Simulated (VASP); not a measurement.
A run of VASP 6.6.1:

File POSCAR:

```
Li2Pd
1.0
    4.2220000000      0.0000000000      0.0000000000
   -2.1110000000      3.6564000000      0.0000000000
    0.0000000000      0.0000000000      2.7240000000
Li Pd
2 1
Direct
    0.3333333333      0.6666666667      0.5000000000
    0.6666666667      0.3333333333      0.5000000000
    0.0000000000      0.0000000000      0.0000000000
```

The input INCAR.step1:

```
  PREC = Accurate
  ENCUT = 520
  ISMEAR = 1
  SIGMA = 0.1
  LREAL = F
  LASPH = T
  NELM = 100
  NBANDS = 15
  GGA = PE
  ALGO = Normal
  EDIFF = 1E-4
  LWAVE = T
  LCHARG = F
```

INCAR.step2

```
  PREC = Accurate
  ENCUT = 520
  EDIFF = 1E-7
  ISMEAR = 1
  SIGMA = 0.1
  LREAL = F
  LASPH = T
  NELM = 100
  ALGO = Normal
  ISIF = 2
  LWAVE = F
  LCHARG = F
  METAGGA = R2SCAN
  LMIXTAU = T
  NBANDS = 15
  ISTART = 1
```

KPOINTS

```
Automatic mesh
0
Gamma
  4 4 5
```

Potentials or basis: VASP PAW PBE potentials, release 64 (Li_sv, Pd).

Command:

```bash
$ cat potpaw_PBE.64/Li_sv/POTCAR potpaw_PBE.64/Pd/POTCAR > POTCAR
$ cp INCAR.step1 INCAR
$ mpirun -np 1 vasp_std > vasp.out
$ cp INCAR.step2 INCAR
$ mpirun -np 1 vasp_std > vasp.out
```

Hardware: 1 thread of Intel(R) Xeon(R) Platinum 8259CL CPU @ 2.50GHz (Skylake/Cascade Lake), with other jobs on the host.

Problem. Estimate the wall time of this run.

Solution. Wall time 49 s on 1 thread of Intel(R) Xeon(R) Platinum 8259CL CPU @ 2.50GHz (Skylake/Cascade Lake), with other jobs on the host, peak memory 0.16 GiB. Counts: scf iterations 15, k points 12.
